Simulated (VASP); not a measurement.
# SiSn2 (Fm-3m) in VASP: further runs

One crystal, SiSn2, is run at these levels: PBE; tasks: single point, relaxation of cell and atoms.

Program: VASP 6.6.1. These are calculated values, not measurements. Logs are shortened: lines on timing, memory, paths and dates and some standing lists are left out, and cuts for length are marked.

### Step 1. The crystal as given

The structure is cubic, space group Fm-3m (No. 225). The conventional cell has a = 6.830 Å, b = 6.830 Å, c = 6.830 Å, α = 90.00°, β = 90.00°, γ = 90.00°. Around Si (site symmetry m-3m) lie 8 Sn at 2.96 Å. Sn (site symmetry -43m) is surrounded by 4 Si at 2.96 Å.

The cell comes from a database or a generator and needn't be the stable form of this composition.

### Step 2. Single point, PBE

The input, INCAR:

```
SYSTEM = SiSn2
ALGO = Normal ; EDIFF = 1E-6
ENCUT = 520 ; GGA = PE
ISIF = 2 ; ISMEAR = -1
LASPH = .TRUE. ; LCHARG = .FALSE.
LREAL = .FALSE. ; LWAVE = .FALSE.
NBANDS = 23 ; NELM = 100
PREC = Accurate ; SIGMA = 0.05
```

The input, KPOINTS:

```
k-points
0
G
  10 10 10
  0 0 0
```

The input, POSCAR:

```
SiSn2
1.0
    0.0000000000      3.4148330286      3.4148330286
    3.4148330286      0.0000000000      3.4148330286
    3.4148330286      3.4148330286      0.0000000000
Si Sn
1 2
Direct
    0.0000000000      0.0000000000      0.0000000000
    0.2500000000      0.2500000000      0.2500000000
    0.7500000000      0.7500000000      0.7500000000
```

Potentials or basis: VASP PAW PBE potentials, release 64 (Si, Sn_d).

Started as:

```
$ cat potpaw_PBE.64/Si/POTCAR potpaw_PBE.64/Sn_d/POTCAR > POTCAR
$ mpirun -np 1 vasp_std > vasp.out
```

OUTCAR:

```text
SYSTEM = SiSn2
   EDIFF = 1E-6
   ENCUT = 520
   GGA = PE
   ISIF = 2
   ISMEAR = -1
   LASPH = .TRUE.
   LREAL = .FALSE.
   NELM = 100
   PREC = Accurate

 ion  position               nearest neighbor table
   1  0.000  0.000  0.000-   3 2.96   2 2.96   3 2.96   2 2.96   3 2.96   3 2.96   2 2.96   2 2.96

   2  0.250  0.250  0.250-   1 2.96   1 2.96   1 2.96   1 2.96   3 3.41   3 3.41   3 3.41   3 3.41
                             3 3.41   3 3.41
   3  0.750  0.750  0.750-   1 2.96   1 2.96   1 2.96   1 2.96   2 3.41   2 3.41   2 3.41   2 3.41
                             2 3.41   2 3.41

  LATTYP: Found a face centered cubic cell.
 ALAT       =     6.8296660572

  Lattice vectors:

 A1 = (   0.0000000000,   3.4148330286,   3.4148330286)
 A2 = (   3.4148330286,   0.0000000000,   3.4148330286)
 A3 = (   3.4148330286,   3.4148330286,   0.0000000000)

Analysis of symmetry for initial positions (statically):
=====================================================================
 Subroutine PRICEL returns:
 Original cell was already a primitive cell.

 Routine SETGRP: Setting up the symmetry group for a
 face centered cubic supercell.

 Subroutine GETGRP returns: Found 48 space group operations
 (whereof 48 operations were pure point group operations)
 out of a pool of 48 trial point group operations.

The static configuration has the point symmetry O_h .

Analysis of symmetry for dynamics (positions and initial velocities):
=====================================================================
 Subroutine PRICEL returns:
 Original cell was already a primitive cell.

 Routine SETGRP: Setting up the symmetry group for a
 face centered cubic supercell.

 Subroutine GETGRP returns: Found 48 space group operations
 (whereof 48 operations were pure point group operations)
 out of a pool of 48 trial point group operations.

The dynamic configuration has the point symmetry O_h .

 Subroutine INISYM returns: Found 48 space group operations
 (whereof 48 operations are pure point group operations),
 and found     1 'primitive' translations

----------------------------------------------------------------------------------------

                                     Primitive cell

  volume of cell :      79.6413

  direct lattice vectors                    reciprocal lattice vectors
     0.000000000  3.414833029  3.414833029    -0.146420043  0.146420043  0.146420043
     3.414833029  0.000000000  3.414833029     0.146420043 -0.146420043  0.146420043
     3.414833029  3.414833029  0.000000000     0.146420043  0.146420043 -0.146420043

  length of vectors
     4.829303182  4.829303182  4.829303182     0.253606954  0.253606954  0.253606954

  position of ions in fractional coordinates (direct lattice)
     0.000000000  0.000000000  0.000000000
     0.250000000  0.250000000  0.250000000
     0.750000000  0.750000000  0.750000000

  ion indices of the primitive-cell ions
   primitive index   ion index
                 1           1
                 2           2
                 3           3

----------------------------------------------------------------------------------------

 KPOINTS: k-points

Automatic generation of k-mesh.
 Grid dimensions read from file:
 generate k-points for:   10   10   10

 Generating k-lattice:

  Cartesian coordinates                     Fractional coordinates (reciprocal lattice)
    -0.014642004  0.014642004  0.014642004     0.100000000  0.000000000  0.000000000
     0.014642004 -0.014642004  0.014642004     0.000000000  0.100000000  0.000000000
     0.014642004  0.014642004 -0.014642004     0.000000000  0.000000000  0.100000000

  Length of vectors
     0.025360695  0.025360695  0.025360695

  Shift w.r.t. Gamma in fractional coordinates (k-lattice)
     0.000000000  0.000000000  0.000000000

 Subroutine IBZKPT returns following result:
 ===========================================

 Found     47 irreducible k-points:

 Following reciprocal coordinates:
            Coordinates               Weight
  0.000000  0.000000  0.000000      1.000000
  0.100000  0.000000  0.000000      8.000000
  0.200000  0.000000  0.000000      8.000000
  0.300000  0.000000  0.000000      8.000000
  0.400000  0.000000  0.000000      8.000000
  0.500000  0.000000  0.000000      4.000000
[... 16 lines left out ...]
  0.300000  0.300000  0.000000      6.000000
  0.400000  0.300000  0.000000     24.000000
 [... further k-points ...]
   k-points           NKPTS =     47   k-points in BZ     NKDIM =     47   number of bands    NBANDS=     23
   number of dos      NEDOS =    301   number of ions     NIONS =      3
   total plane-waves  NPLWV =  46656
   dimension x,y,z NGX =    36 NGY =   36 NGZ =   36
   dimension x,y,z NGXF=    72 NGYF=   72 NGZF=   72
   ions per type =               1   2
   NGX,Y,Z   is equivalent  to a cutoff of  12.39, 12.39, 12.39 a.u.
   NGXF,Y,Z  is equivalent  to a cutoff of  24.79, 24.79, 24.79 a.u.
 SYSTEM =  SiSn2
   PREC   = accura    normal or accurate (medium, high low for compatibility)
   ISTART =      0    job   : 0-new  1-cont  2-samecut
   ICHARG =      2    charge: 1-file 2-atom 10-const
   ISPIN  =      1    spin polarized calculation?
   LNONCOLLINEAR =      F non collinear calculations
   LSORBIT =      F    spin-orbit coupling
   LASPH  =      T    aspherical Exc in radial PAW
   ENCUT  =  520.0 eV  38.22 Ry    6.18 a.u.   8.98  8.98  8.98*2*pi/ulx,y,z
   NELM   =    100;   NELMIN=  2; NELMDL= -5     # of ELM steps
   EDIFF  = 0.1E-05   stopping-criterion for ELM
[... 8 lines left out ...]
   TEBEG  =    0.0;   TEEND  =   0.0 temperature during run
   PSTRESS=    0.0 pullay stress
   NELECT =      32.0000    total number of electrons
   NUPDOWN=      -1.0000    fix difference up-down
   EMIN   =  10.00;   EMAX   =-10.00  energy-range for DOS
   EFERMI =   0.00;   METHOD = LEGACY
   ISMEAR =    -1;   SIGMA  =   0.05  broadening in eV -4-tet -1-fermi 0-gaus
   EFERMI_NEDOS =   21; number of points for ismear=-14 and -15
   IALGO  =     38    algorithm
   IMIX   =      4    mixing-type and parameters
     AMIX     =   0.40;   BMIX     =  1.00
     AMIX_MAG =   1.60;   BMIX_MAG =  1.00
  volume/ion in A,a.u.               =      26.55       179.15
  Fermi-wavevector in a.u.,A,eV,Ry     =   1.208033  2.282851 19.855567  1.459343
  Thomas-Fermi vector in A             =   2.343653
   LORBIT       =      0    0 simple, 1 ext, 2 COOP (PROOUT), +10 PAW based schemes
   GGA     = PE    functional components
   LHFCALC =     F    Hartree Fock is set to
   AEXX    =    0.0000 exact exchange contribution
   IVDW    =     0    specifies the selected vdW correction
   LEPSILON=     F    determine dielectric tensor
   LRPA    =     F    only Hartree local field effects (RPA)
 non-spin polarized calculation
  energy-cutoff  :      520.00
  volume of cell :       79.64
 maximum number of plane-waves:      2166
   NGX = 17   NGY = 17   NGZ = 17

 number of electron      31.9999991 magnetization

 Free energy of the ion-electron system (eV)
  ---------------------------------------------------
  ext. energy  EPLUGINS =         0.00000000
  ---------------------------------------------------
  free energy    TOTEN  =       -12.19825089 eV

  energy without entropy =      -12.18223600  energy(sigma->0) =      -12.19024345

 E-fermi :   6.7999     XC(G=0):  -9.7472

 val. band max:        6.7924326844   @ k =   0.5000   0.3000   0.0000
 cond. band min:       6.8147796074   @ k =   0.1000   0.1000   0.0000
 fundamental gap:      0.0223469230
 Fermi energy:         6.7999271669

 k-point     1 :       0.0000    0.0000    0.0000
  band No.  band energies     occupation
      1     -14.6996      2.00000
      2     -14.6996      2.00000
      3     -14.6486      2.00000
      4     -14.6486      2.00000
      5     -14.6486      2.00000
      6     -14.5618      2.00000
[... 15 lines left out ...]
     22      10.6504      0.00000
     23      11.9758      0.00000

 k-point     2 :       0.1000    0.0000    0.0000
  band No.  band energies     occupation
      1     -14.6948      2.00000
      2     -14.6948      2.00000
      3     -14.6467      2.00000
      4     -14.6462      2.00000
      5     -14.6462      2.00000
      6     -14.5638      2.00000
[... 15 lines left out ...]
     22      10.4750      0.00000
     23      12.6860      0.00000

 k-point     3 :       0.2000    0.0000    0.0000
  band No.  band energies     occupation
      1     -14.6808      2.00000
      2     -14.6808      2.00000
      3     -14.6409      2.00000
      4     -14.6393      2.00000
      5     -14.6393      2.00000
      6     -14.5696      2.00000
[... 15 lines left out ...]
     22      10.5075      0.00000
     23      13.9748      0.00000

 k-point     4 :       0.3000    0.0000    0.0000
  band No.  band energies     occupation
      1     -14.6590      2.00000
      2     -14.6590      2.00000
      3     -14.6319      2.00000
      4     -14.6289      2.00000
      5     -14.6289      2.00000
      6     -14.5789      2.00000
[... 15 lines left out ...]
     22      11.6385      0.00000
     23      14.8972      0.00000

 k-point     5 :       0.4000    0.0000    0.0000
  band No.  band energies     occupation
      1     -14.6315      2.00000
      2     -14.6315      2.00000
      3     -14.6206      2.00000
      4     -14.6162      2.00000
      5     -14.6162      2.00000
      6     -14.5904      2.00000
[... 434 lines left out ...]
 k-point    22 :      -0.2000    0.2000    0.0000
  band No.  band energies     occupation
      1     -14.6753      2.00000
      2     -14.6357      2.00000
      3     -14.6348      2.00000
      4     -14.6308      2.00000
      5     -14.6149      2.00000
      6     -14.5914      2.00000
[... 15 lines left out ...]
     22      12.9214      0.00000
     23      13.5768      0.00000

 k-point    23 :       0.3000    0.3000    0.0000
  band No.  band energies     occupation
      1     -14.6950      2.00000
      2     -14.6556      2.00000
      3     -14.6184      2.00000
      4     -14.6151      2.00000
      5     -14.6151      2.00000
      6     -14.5882      2.00000
[... 15 lines left out ...]
     22      12.5585      0.00000
     23      12.9247      0.00000

 k-point    24 :       0.4000    0.3000    0.0000
  band No.  band energies     occupation
      1     -14.6895      2.00000
      2     -14.6544      2.00000
      3     -14.6074      2.00000
      4     -14.6071      2.00000
      5     -14.6061      2.00000
      6     -14.5991      2.00000
[... 15 lines left out ...]
     22      12.6081      0.00000
     23      13.4857      0.00000

 [... further k-points ...]

------------------------ aborting loop because EDIFF is reached ----------------------------------------

  FORCE on cell =-STRESS in cart. coord.  units (eV):
  Direction    XX          YY          ZZ          XY          YZ          ZX
  --------------------------------------------------------------------------------------
  -------------------------------------------------------------------------------------
  Total       -0.0150488     -0.0150488     -0.0150488      0.0000000     -0.0000000     -0.0000000
  in kB       -0.3027430     -0.3027430     -0.3027430      0.0000000     -0.0000000     -0.0000000
  external PRESSURE =      -0.3027430 kB  Pullay stress =       0.0000000 kB

 VOLUME and BASIS-vectors are now :
 -----------------------------------------------------------------------------
  energy-cutoff  :      520.00
  volume of cell :       79.64
      direct lattice vectors                 reciprocal lattice vectors
     0.000000000  3.414833029  3.414833029    -0.146420043  0.146420043  0.146420043
     3.414833029  0.000000000  3.414833029     0.146420043 -0.146420043  0.146420043
     3.414833029  3.414833029  0.000000000     0.146420043  0.146420043 -0.146420043

 POSITION                                       TOTAL-FORCE (eV/Angst)
 -----------------------------------------------------------------------------------
      0.00000      0.00000      0.00000         0.000000     -0.000000      0.000000
      1.70742      1.70742      1.70742        -0.000000     -0.000000      0.000000
      5.12225      5.12225      5.12225         0.000000      0.000000     -0.000000
 -----------------------------------------------------------------------------------
    total drift:                                0.000000      0.000000      0.000000

  FREE ENERGIE OF THE ION-ELECTRON SYSTEM (eV)
  ---------------------------------------------------
  free  energy   TOTEN  =       -12.1982508947 eV

  energy  without entropy=      -12.1822359970  energy(sigma->0) =      -12.19024345
```

Wall time 77 s (1 thread of Intel Xeon Platinum 8375C at 2.90GHz (Ice Lake), shared host); peak memory 0.24 GiB.

Results:

```
Free energy            : -12.1983 eV
Pressure               : 0.0 GPa
Band gap on the k mesh : none (metal or under the smearing width)
```

Levels at points of the mesh, in eV from the Fermi level:
| k point | band 13 | band 14 | band 15 | band 16 | band 17 | band 18 | band 19 | band 20 |
| --- | --- | --- | --- | --- | --- | --- | --- | --- |
| (0.00, 0.00, 0.00) | -2.50 | -1.09 | -1.09 | -1.09 | -0.97 | -0.97 | -0.97 | 3.85 |
| (0.50, 0.00, 0.00) | -4.23 | -2.30 | -2.30 | -0.22 | -0.22 | 0.39 | 4.27 | 4.50 |
| (0.50, 0.50, 0.00) | -5.84 | -3.91 | -3.91 | -1.19 | 3.74 | 4.12 | 4.12 | 5.06 |

### Step 3. Single point, PBE (cell and atoms relaxed from a first guess)

The input, INCAR:

```
SYSTEM = SiSn2
PREC = Accurate ; ENCUT = 520
EDIFF = 1E-7 ; ISMEAR = -1
SIGMA = 0.05 ; LREAL = .False.
LASPH = .True. ; NELM = 100
ALGO = Normal ; ISIF = 2
LWAVE = .False. ; LCHARG = .True.
GGA = PE ; LELF = .True.
LVHAR = .True. ; NBANDS = 23
```

The input, KPOINTS:

```
regular mesh
0
Gamma
  10 10 10
  0 0 0
```

POSCAR is that of step 2.

Potentials or basis: VASP PAW PBE potentials, release 64 (Si, Sn_d).

Started as:

```
$ cat potpaw_PBE.64/Si/POTCAR potpaw_PBE.64/Sn_d/POTCAR > POTCAR
$ mpirun -np 1 vasp_std > vasp.out
```

Run time: 2.1 min. Hardware: 1 thread of Intel Xeon Platinum 8375C at 2.90GHz (Ice Lake), shared host; peak memory 0.24 GiB.

It converged, with:

```
Free energy            : -12.1983 eV
Pressure               : 0.0 GPa
Band gap on the k mesh : none (metal or under the smearing width)
```

Levels at points of the mesh, in eV from the Fermi level:
```
           k point  band 13  band 14  band 15  band 16  band 17  band 18  band 19  band 20
(0.00, 0.00, 0.00)    -2.50    -1.09    -1.09    -1.09    -0.97    -0.97    -0.97     3.85
(0.50, 0.00, 0.00)    -4.23    -2.30    -2.30    -0.22    -0.22     0.39     4.27     4.50
(0.50, 0.50, 0.00)    -5.84    -3.91    -3.91    -1.19     3.74     4.12     4.12     5.06
```

### Step 4. Relaxation of cell and atoms, PBE (cell and atoms relaxed from a first guess)

The input, INCAR:

```
  ALGO = Normal
  EDIFF = 1E-6
  EDIFFG = -0.005
  ENCUT = 600
  GGA = PE
  IBRION = 2
  ISIF = 3
  ISMEAR = -1
  LASPH = T
  LCHARG = F
  LREAL = F
  LWAVE = F
  NELM = 100
  NSW = 100
  PREC = Accurate
  SIGMA = 0.05
```

The input, KPOINTS:

```
k-points
0
Gamma
  10 10 10
```

The input, POSCAR:

```
SiSn2
1.0
    0.0000000000      3.0692647150      3.0692647150
    3.0692647150      0.0000000000      3.0692647150
    3.0692647150      3.0692647150      0.0000000000
Si Sn
1 2
Direct
    0.0000000000      0.0000000000      0.0000000000
    0.2500000000      0.2500000000      0.2500000000
    0.7500000000      0.7500000000      0.7500000000
```

Started as:

```
$ cat potpaw_PBE.64/Si/POTCAR potpaw_PBE.64/Sn_d/POTCAR > POTCAR
$ mpirun -np 1 vasp_std > vasp.out
```

Wall time 6.6 min (1 thread of Intel Xeon Platinum 8375C at 2.90GHz (Ice Lake), shared host); peak memory 0.25 GiB.

It converged, with:

| Item | Value |
| --- | --- |
| Free energy | -12.1927 eV |
| Relaxed volume | 26.55 Å³/atom |
| Relaxed cell | a = 4.829 Å, b = 4.829 Å, c = 4.829 Å, α = 60.00°, β = 60.00°, γ = 60.00° |
| Space group after relaxing (to 0.05 Å) | Fm-3m (No. 225) |
| Energy gained by relaxing | 502.7 meV/atom |
| Ionic steps | 7 |
| Pressure after relaxing | 0.0 GPa |
| Band gap on the k mesh | none (metal or under the smearing width) |

Step by step:
```tsv
step	energy change (eV)	largest force (eV/Å)	pressure (GPa)	volume (Å³)
1	0.0000	0.0000	30.12	57.83
2	-1.2437	0.0000	-5.16	93.77
3	-1.5072	0.0000	0.40	78.94
4	-1.5079	0.0000	-0.10	79.80
5	-1.5080	0.0000	0.05	79.62
6	-1.5080	0.0000	-0.04	79.65
7	-1.5080	0.0000	0.00	79.64
```

Final structure:
```
Si Sn
1.0
     0.00000    3.41479    3.41479
     3.41479    0.00000    3.41479
     3.41479    3.41479    0.00000
Si Sn
1 2
Direct
  0.00000 0.00000 0.00000
  0.25000 0.25000 0.25000
  0.75000 0.75000 0.75000
```

Levels at points of the mesh, in eV from the Fermi level:
| k point | band 12 | band 13 | band 14 | band 15 | band 16 | band 17 | band 18 | band 19 | band 20 |
| --- | --- | --- | --- | --- | --- | --- | --- | --- | --- |
| (0.00, 0.00, 0.00) | -3.48 | -2.50 | -1.09 | -1.09 | -1.09 | -0.97 | -0.97 | -0.97 | 3.85 |
| (0.50, 0.00, 0.00) | -8.13 | -4.23 | -2.30 | -2.30 | -0.22 | -0.22 | 0.39 | 4.27 | 4.50 |
| (0.50, 0.50, 0.00) | -8.08 | -5.84 | -3.91 | -3.91 | -1.19 | 3.74 | 4.12 | 4.12 | 5.06 |

Caveat: the volume moved by over 15 % at a fixed basis, so the end points are rough.

### Step 5. The runs side by side

| task | cell | cutoff (eV) | gap on the mesh (eV) | pressure (GPa) |
| --- | --- | --- | --- | --- |
| single point | as given | 520 | none | 0.0 |
| single point | cell and atoms relaxed from a first guess | 520 | none | 0.0 |
| relaxation of cell and atoms | relaxed from: cell and atoms relaxed from a first guess | 600 | none | 0.0 |

Alike in all rows: level PBE; potentials or basis VASP PAW PBE potentials, release 64 (Si, Sn_d); no spin polarisation; k mesh 10 × 10 × 10; smearing fermi-dirac 0.05 eV.

Caveats: the volume moved by over 15 % at a fixed basis, so the end points are rough (some runs).

Absolute energies hang on the potentials; compare differences alone.
